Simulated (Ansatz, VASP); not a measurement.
**Cross-check of Zn14Ga26O53 (partly crystallised 48Ga2O3-52ZnO (mol %)) between VASP and Ansatz**

Aim: how closely do two programs agree when they are given the same cell, functional and k mesh? The structure shown is the start of the Ansatz relaxation below; VASP solves that cell, so the two are compared at the walk's first step.

Program: Ansatz 0.2.0. Level of theory: plane waves, with VASP 6.6.1 beside it; single point at PBE. Results are calculated unless marked as measured.

### 1. The structure

The cell holds 93 atoms: 26 Ga, 14 Zn and 53 O. Its edges and angles: a = 10.019 Å, b = 10.019 Å, c = 10.019 Å, α = 90.0°, β = 90.0°, γ = 90.0°. As first built, before any earlier steps moved the atoms (in the runner's words): 93 atoms (26 Fe, 14 Zn, 53 O) placed at random at 4.69 g/cm^3, melted at 5000 K for 10 ps at fixed volume with the Morse and Coulomb pair potential with partial charges (Pedone, Malavasi, Menziani, Cormack and Segre, J. Phys. Chem. B 110, 11780 (2006)). Quenched from 5000 K to 300 K at 20 K/ps and fixed volume, held 10 ps at zero pressure, then minimised at fixed cell. Then Fe was replaced by Ga and the cell scaled by 1.005 (the potential has no terms for the new elements, so the cell is a start for a DFT relaxation).

### 2. Ansatz: relaxation, PBE

Ansatz runs on its default PAW (the set named soft_2) files.

The two programs are compared at the cell with which this relaxation starts, whose forces are those of its first step.

Contents of input.yaml:

```yaml
crystal:
  lattice:
    - [10.01908, 0.0, 0.0]
    - [0.0, 10.01908, 0.0]
    - [0.0, 0.0, 10.01908]
  atoms:
    - { symbol: Ga, position: [0.46949, 0.22892, 0.96922] }
    - { symbol: Ga, position: [0.46245, 0.41015, 0.71366] }
    - { symbol: Ga, position: [0.65089, 0.05176, 0.40032] }
    - { symbol: Ga, position: [0.88898, 0.77662, 0.51971] }
    - { symbol: Ga, position: [0.12448, 0.96678, 0.51909] }
    - { symbol: Ga, position: [0.39433, 0.85584, 0.45417] }
    - { symbol: Ga, position: [0.20056, 0.0318, 0.07425] }
    - { symbol: Ga, position: [0.05606, 0.26724, 0.35473] }
    - { symbol: Ga, position: [0.39697, 0.6763, 0.7062] }
    - { symbol: Ga, position: [0.46077, 0.05325, 0.20096] }
    - { symbol: Ga, position: [0.93202, 0.00891, 0.30411] }
    - { symbol: Ga, position: [0.58387, 0.33478, 0.44693] }
    - { symbol: Ga, position: [0.83606, 0.8721, 0.81901] }
    - { symbol: Ga, position: [0.02032, 0.2519, 0.05462] }
    - { symbol: Ga, position: [0.58098, 0.14472, 0.69947] }
    - { symbol: Ga, position: [0.33686, 0.17036, 0.48109] }
    - { symbol: Ga, position: [0.70416, 0.5703, 0.71493] }
    - { symbol: Ga, position: [0.87482, 0.19828, 0.57037] }
    - { symbol: Ga, position: [0.11145, 0.76339, 0.74359] }
    - { symbol: Ga, position: [0.27979, 0.52521, 0.42116] }
    - { symbol: Ga, position: [0.33964, 0.9806, 0.73702] }
    - { symbol: Ga, position: [0.05871, 0.07228, 0.80108] }
    - { symbol: Ga, position: [0.7639, 0.72119, 0.1916] }
    - { symbol: Ga, position: [0.62345, 0.86681, 0.63285] }
    - { symbol: Ga, position: [0.73818, 0.31817, 0.16389] }
    - { symbol: Ga, position: [0.80866, 0.31986, 0.86377] }
    - { symbol: Zn, position: [0.78079, 0.03317, 0.05786] }
    - { symbol: Zn, position: [0.12697, 0.73849, 0.28757] }
    - { symbol: Zn, position: [0.89862, 0.49631, 0.36039] }
    - { symbol: Zn, position: [0.07694, 0.51109, 0.15591] }
[... 57 atom lines left out ...]
    - { symbol: O, position: [0.06201, 0.11507, 0.1989] }
    - { symbol: O, position: [0.99411, 0.92507, 0.67294] }
    - { symbol: O, position: [0.75811, 0.46664, 0.00562] }
    - { symbol: O, position: [0.62094, 0.46988, 0.58326] }
    - { symbol: O, position: [0.14054, 0.16197, 0.94283] }
    - { symbol: O, position: [0.69467, 0.1904, 0.54281] }
kpoints:
  mp_grid: { grid: [1, 1, 1] }
hamiltonian:
  xc: pbe
scf:
  occupations: { method: fixed }
output:
  forces: true
relax:
  f_tol: 0.05
  max_steps: 150
  cell: {}
```

Launch:

```console
> ansatz run input.yaml --threads 4 --pin off --max-ram 12288MiB --backend cpu --events-out ev --progress --plain --runs-dir out
```

Numbers of over 12 decimals in the logs are rounded to 6 here.

What it wrote:

```text
Engine: ansatz 0.2.0, x86_64-unknown-linux-gnu
Pseudopotentials: kind: paw
Pseudopotential: Ga, paw, valence charge 13, recommended cutoff 420 eV (normal), Ga.paw.azcp
Pseudopotential: Zn, paw, valence charge 12, recommended cutoff 420 eV (normal), Zn.paw.azcp
Pseudopotential: O, paw, valence charge 6, recommended cutoff 420 eV (normal), O.paw.azcp
Functional definition: PBE
  parameter kappa = 0.804
  parameter beta = 0.066725
  exchange = pbe_x(kappa = kappa, mu = beta*pi^2/3)
  correlation = pbe_c(beta = beta)
Crystal: 93 atoms, lattice volume = 1005.735 Å³
Basis set: ecut = 420 eV, 19597 PW (Γ), exchange–correlation on 144×144×144 points (8 copies of the dense FFT grid, shifted against one another)
Bands: 505, of which v1, the nominal top of the filled ones, is band 412 counted from 1 (411 counted from 0)
Symmetry: 1 space group operations
Space group: P1 (ITA 1), of the structure as read, at distance tolerance 1.0e-4 Å
k-points: 1
Non-local potential: Ga, projectors of the file, l = 0: 2, l = 1: 2, l = 2: 3, l = 3: 1
Non-local potential: Zn, projectors of the file, l = 0: 2, l = 1: 2, l = 2: 3, l = 3: 1
Non-local potential: O, projectors of the file, l = 0: 2, l = 1: 2, l = 2: 1
PAW form: soft (Blöchl's): semilocal exchange-correlation on the pseudo side does not see the compensation charge
PAW one-centre angular grid: Ga, 590 points (default); XC on 64 Gauss nodes
PAW one-centre angular grid: Zn, 590 points (default); XC on 64 Gauss nodes
PAW one-centre angular grid: O, 110 points (default); XC on 64 Gauss nodes
Initial density: superposition of atomic densities (neutral atoms: chi_scale 0, normalization atom), corrected by the library's trained network
Initial wavefunctions: pseudopotential atomic-orbital guess
Functional: x = pbe(κ = 0.804, μ = 0.219515), c = pbe(β = 0.066725)
SCF iter   1: F=—  HF=-174909.463755 eV  |F-HF|=—  |Δ(HF+E_count)|=         —  Δρ=2.87e-3  dr2=1.42e-1  ethr=1.77e-3  ⟨swp⟩=5.0  Hψ=1502  notcnv=0  defer=91
preconditioner: auto → Resta (q_TF=auto, 2.639 Å⁻¹)  ε∞=5.4  [insulator: Δε(μ)=0.897 eV  Ē_g=15.982 eV  n_scr=304 (ndim 8)  ℏωp=33.6 eV  f_vac=0.043  ε∞_Penn≈5.4]
SCF iter   2: F=—  HF=-174909.456274 eV  |F-HF|=—  |Δ(HF+E_count)|=   7.48e-3  Δρ=1.51e-3  dr2=3.67e-2  ethr=1.73e-5  ⟨swp⟩=2.0  Hψ=960  notcnv=0  defer=91
SCF iter   3: F=—  HF=-174909.452296 eV  |F-HF|=—  |Δ(HF+E_count)|=   3.98e-3  Δρ=7.33e-4  dr2=1.22e-2  ethr=4.45e-6  ⟨swp⟩=3.0  Hψ=790  notcnv=0  defer=91
SCF iter   4: F=—  HF=-174909.450214 eV  |F-HF|=—  |Δ(HF+E_count)|=   2.08e-3  Δρ=2.98e-4  dr2=8.95e-4  ethr=1.49e-6  ⟨swp⟩=3.0  Hψ=782  notcnv=0  defer=91
SCF iter   5: F=—  HF=-174909.450304 eV  |F-HF|=—  |Δ(HF+E_count)|=   9.05e-5  Δρ=1.68e-4  dr2=2.81e-4  ethr=1.09e-7  ⟨swp⟩=2.0  Hψ=780  notcnv=0  defer=90
SCF iter   6: F=—  HF=-174909.450282 eV  |F-HF|=—  |Δ(HF+E_count)|=   2.20e-5  Δρ=5.51e-5  dr2=3.51e-5  ethr=3.42e-8  ⟨swp⟩=2.0  Hψ=780  notcnv=0  defer=86
SCF iter   7: F=—  HF=-174909.451411 eV  |F-HF|=—  |Δ(HF+E_count)|=   1.13e-3  Δρ=3.60e-5  dr2=1.34e-5  ethr=4.26e-9  ⟨swp⟩=2.0  Hψ=915  notcnv=0  defer=86
SCF iter   8: F=—  HF=-174909.451416 eV  |F-HF|=—  |Δ(HF+E_count)|=   4.63e-6  Δρ=1.19e-5  dr2=2.31e-6  ethr=1.62e-9  ⟨swp⟩=2.0  Hψ=795  notcnv=0  defer=86
SCF iter   9: F=—  HF=-174909.451418 eV  |F-HF|=—  |Δ(HF+E_count)|=   2.91e-6  Δρ=1.11e-5  dr2=1.02e-6  ethr=2.80e-10  ⟨swp⟩=2.0  Hψ=831  notcnv=0  defer=86
SCF iter  10: F=—  HF=-174909.451418 eV  |F-HF|=—  |Δ(HF+E_count)|=   2.11e-8  Δρ=4.18e-6  dr2=1.83e-7  ethr=1.23e-10  ⟨swp⟩=2.0  Hψ=831  notcnv=0  defer=86
SCF iter  11: F=-174909.451419 eV  HF=-174909.451419 eV  |F-HF|=2.76e-8  |Δ(HF+E_count)|=   1.08e-7  Δρ=1.74e-6  dr2=3.76e-8  ethr=1.21e-11  ⟨swp⟩=4.0  Hψ=1596  notcnv=0
SCF 1 converged in 11 iterations: F = -174909.451419 eV  dr2 = 3.76e-8
  greatest PAW one-centre occupation: 0.998 electrons in one spin orbital (limit 2), on the Ga atom at site 23 (counted from 0), in its partial waves of l = 2
relax step   1: F+E_penalty+E_count = -174909.45141858 eV  Δ(F+E_penalty+E_count) = +0.000e0 eV  max|allowed force component| = 1.245e0 eV/Å  Δτ_max = 0.0000 Å  P = +3.771 GPa  Ω = 1005.735 Å³  (11 SCF iters, dr2 threshold 1.00e-7 eV, accepted)
Crystal: 93 atoms, lattice volume = 1022.234 Å³
Basis set: ecut = 420 eV, 19959 PW (Γ), exchange–correlation on 144×144×144 points (8 copies of the dense FFT grid, shifted against one another)
Initial density: handed on by an earlier stage of this run
Initial wavefunctions: those handed on with the density
iter 1 solved again at ethr=1.22e-4 eV; its pass at ethr=3.10e-3 eV (dr2=1.01e0 eV) is discarded
SCF iter   1: F=—  HF=-174911.654689 eV  |F-HF|=—  |Δ(HF+E_count)|=         —  Δρ=1.71e-2  dr2=1.01e0  ethr=1.22e-4  ⟨swp⟩=1.0  Hψ=2011  notcnv=0  defer=90
preconditioner: auto → Resta (q_TF=auto, 2.632 Å⁻¹)  ε∞=5.4  [insulator: Δε(μ)=0.926 eV  Ē_g=15.870 eV  n_scr=310 (ndim 8)  ℏωp=33.3 eV  f_vac=0.050  ε∞_Penn≈5.4]
[...]
atom  85  O     -0.00055042    -0.00010962    -0.00028801
  atom  86  O     -0.00110597    -0.00023300    -0.00105378
  atom  87  O     -0.00145413     0.00051936     0.00047613
  atom  88  O      0.00196899     0.00326440     0.00297181
  atom  89  O      0.00700979     0.00229755     0.00093458
  atom  90  O     -0.00053699     0.00211309     0.00184835
  atom  91  O     -0.00169584    -0.00566692    -0.00112393
  atom  92  O      0.00394755    -0.00348252     0.00086793
  atom  93  O      0.00145394     0.00085666     0.00227451
  max |Σ_I F_I| component: 1.05e-5 eV/Å
--- Stress (GPa, compression-positive) ---
       -0.003185       0.008661       0.007267
        0.008661       0.007033       0.016289
        0.007267       0.016289       0.015115
  P = ⅓ Tr σ = 0.0063 GPa (0.063 kbar)
--- Relaxed structure (35 steps of the walk, 32 accepted, 3 SCFs on fresh bases) ---
  F+E_penalty+E_count = -174915.72220198 eV   max|allowed force component| = 1.137e-2 eV/Å   (the final SCF, on the basis selected at the relaxed cell)
  cell:  # Å, volume = 1084.2911 Å³
    - [10.110188, 0.151248, 0.226254]
    - [0.151248, 10.417155, 0.417274]
    - [0.226254, 0.417274, 10.319013]
  atoms:
    - { symbol: Ga, position: [0.471300, 0.219669, 0.950547] }
    - { symbol: Ga, position: [0.452564, 0.417337, 0.700189] }
    - { symbol: Ga, position: [0.642520, 0.055558, 0.400358] }
    - { symbol: Ga, position: [0.877739, 0.776613, 0.540503] }
    - { symbol: Ga, position: [0.127544, 0.974158, 0.545394] }
    - { symbol: Ga, position: [0.404234, 0.864078, 0.428775] }
    - { symbol: Ga, position: [0.177421, 0.037168, 0.070571] }
    - { symbol: Ga, position: [0.094537, 0.207735, 0.327433] }
    - { symbol: Ga, position: [0.385483, 0.696167, 0.699271] }
    - { symbol: Ga, position: [0.463791, -0.012144, 0.152594] }
    - { symbol: Ga, position: [0.920153, -0.021823, 0.311040] }
    - { symbol: Ga, position: [0.584890, 0.338696, 0.442465] }
    - { symbol: Ga, position: [0.823572, 0.865037, 0.832845] }
    - { symbol: Ga, position: [0.00628216, 0.298066, 0.048016] }
    - { symbol: Ga, position: [0.582002, 0.142199, 0.687914] }
    - { symbol: Ga, position: [0.354170, 0.151928, 0.493127] }
    - { symbol: Ga, position: [0.718227, 0.564840, 0.663102] }
    - { symbol: Ga, position: [0.888948, 0.217745, 0.561543] }
    - { symbol: Ga, position: [0.101275, 0.759599, 0.752195] }
    - { symbol: Ga, position: [0.310571, 0.549391, 0.436803] }
    - { symbol: Ga, position: [0.322232, 0.981793, 0.756147] }
    - { symbol: Ga, position: [0.029730, 0.066312, 0.827855] }
    - { symbol: Ga, position: [0.765954, 0.703343, 0.148827] }
    - { symbol: Ga, position: [0.615591, 0.872682, 0.635411] }
    - { symbol: Ga, position: [0.685971, 0.377492, 0.122757] }
    - { symbol: Ga, position: [0.794852, 0.298843, 0.836231] }
    - { symbol: Zn, position: [0.773121, 0.047465, 0.090988] }
    - { symbol: Zn, position: [0.139124, 0.756651, 0.312960] }
    - { symbol: Zn, position: [0.874953, 0.464470, 0.328350] }
    - { symbol: Zn, position: [0.107202, 0.527160, 0.181224] }
    - { symbol: Zn, position: [0.619800, 0.634929, -0.083009] }
    - { symbol: Zn, position: [0.270378, 0.765551, 1.000381] }
    - { symbol: Zn, position: [0.258540, 0.488939, 0.935926] }
    - { symbol: Zn, position: [0.556087, 0.924641, 0.916752] }
    - { symbol: Zn, position: [0.434349, 0.659356, 0.189058] }
    - { symbol: Zn, position: [0.615751, 0.629810, 0.424980] }
    - { symbol: Zn, position: [0.016845, 0.523076, 0.541926] }
    - { symbol: Zn, position: [0.985567, 0.833811, 0.052185] }
    - { symbol: Zn, position: [0.399255, 0.311477, 0.241370] }
    - { symbol: Zn, position: [0.910000, 0.556854, 0.920066] }
    - { symbol: O, position: [0.924492, 0.611328, 0.203828] }
    - { symbol: O, position: [0.284740, 0.579513, 0.104166] }
    - { symbol: O, position: [0.620698, 0.268717, 0.809776] }
    - { symbol: O, position: [0.459359, 0.842072, 0.774132] }
    - { symbol: O, position: [0.537679, 0.577865, 0.772493] }
    - { symbol: O, position: [0.752388, 0.745413, 0.705263] }
    - { symbol: O, position: [0.444540, 0.090878, 0.825361] }
    - { symbol: O, position: [0.012607, 0.671904, 0.633122] }
    - { symbol: O, position: [0.845743, 0.867438, 0.186072] }
    - { symbol: O, position: [0.453961, 0.272140, 0.595905] }
    - { symbol: O, position: [0.366846, 0.358681, 0.860071] }
    - { symbol: O, position: [0.612392, 0.670402, 0.244530] }
    - { symbol: O, position: [0.336874, 0.115562, 0.100741] }
    - { symbol: O, position: [0.136555, 0.563737, 0.379929] }
    - { symbol: O, position: [0.704614, 0.785551, 0.975093] }
    - { symbol: O, position: [0.532471, 0.938855, 0.310491] }
    - { symbol: O, position: [0.247237, 0.668835, 0.842602] }
    - { symbol: O, position: [0.431486, 0.836848, 0.067857] }
    - { symbol: O, position: [0.895836, 0.987575, 0.942901] }
    - { symbol: O, position: [0.949069, 0.372458, 0.485988] }
    - { symbol: O, position: [0.749518, 0.910045, 0.491136] }
    - { symbol: O, position: [1.027405, 0.343458, 0.217455] }
    - { symbol: O, position: [0.00310832, 0.110032, 0.466609] }
    - { symbol: O, position: [0.243217, 0.835068, 0.639401] }
[...]
- { symbol: O, position: [0.226037, 0.097109, 0.639859] }
    - { symbol: O, position: [0.253826, 0.264699, 0.371970] }
    - { symbol: O, position: [0.058954, 0.076839, 0.215736] }
    - { symbol: O, position: [1.001046, 0.930709, 0.702694] }
    - { symbol: O, position: [0.735889, 0.536893, 0.036469] }
    - { symbol: O, position: [0.605882, 0.469216, 0.564851] }
    - { symbol: O, position: [0.092269, 0.171508, 0.959657] }
    - { symbol: O, position: [0.709139, 0.196818, 0.538451] }
```

Reading the cycles: dr2 is the Hartree energy of the density residual (eV), the measure of convergence; HF is the Harris–Foulkes estimate of the energy, which meets the free energy F at convergence.

(Part 1 of 2 ends here.)

[Lines on the potential files, build, host, timing and source positions are cut from VASP's logs without a mark.]

[Logs are printed without paths, hosts, clocks, repeated set-up lines and the standing remarks that a program may print on its own settings, such as how far it seeks lower states.]

[Hosts, paths, dates, database ids (printed as entryN), source tags and the programs' standing remarks are cut or masked in the printed files.]
